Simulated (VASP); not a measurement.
KI (rock salt) is relaxed at rising pressure, each step from the one before. Symmetry mostly holds the structure type, and other phases were not tried. The mesh follows the cell, and a change of mesh leaves a small step in the series.

Consider the following.

KI has the cubic space group Fm-3m (No. 225), the rock salt structure, Pearson symbol cF8. Lattice parameters: a = b = c = 6.8264 Å, α = β = γ = 90.00°. K on 4a is surrounded by 6 I at 3.413 Å (octahedral). I on 4b sees 6 K at 3.413 Å (octahedral). (Neighbours: up to the widest gap in distance over summed covalent radii, below 1.35, at either atom; cation-cation and far metal-metal contacts left out.)
(The calculation used a cell of 2 atoms; values per cell refer to that cell.)

Calculation: LDA (Ceperley-Alder, Perdew-Zunger), VASP's LDA PAW potentials (set 64) (plane waves; VASP). Numerical set-up: 500 eV cut-off, 7×7×7 Γ-centred mesh, Gaussian smearing of 0.050 eV, potentials K_sv I.

```tsv
P (GPa)	V (Å³/atom)	H − H(0) (eV/atom)	space group	k-mesh
0	39.76	0.000	Fm-3m	7×7×7
5	32.79	1.114	Fm-3m	7×7×7
10	29.50	2.082	Fm-3m	7×7×7
20	(withheld)	(withheld)	Fm-3m	8×8×8
30	(withheld)	(withheld)	Fm-3m	8×8×8
45	21.28	7.424	Fm-3m	8×8×8
```

Task: Fill in the missing entries.

Result: 
- 30, V (Å³/atom): 23.56
- 30, H − H(0) (eV/atom): 5.331
- 20, V (Å³/atom): 25.81
- 20, H − H(0) (eV/atom): 3.796

Pressures at which the relaxation failed are left out.

The compound is KI in the rock salt structure.
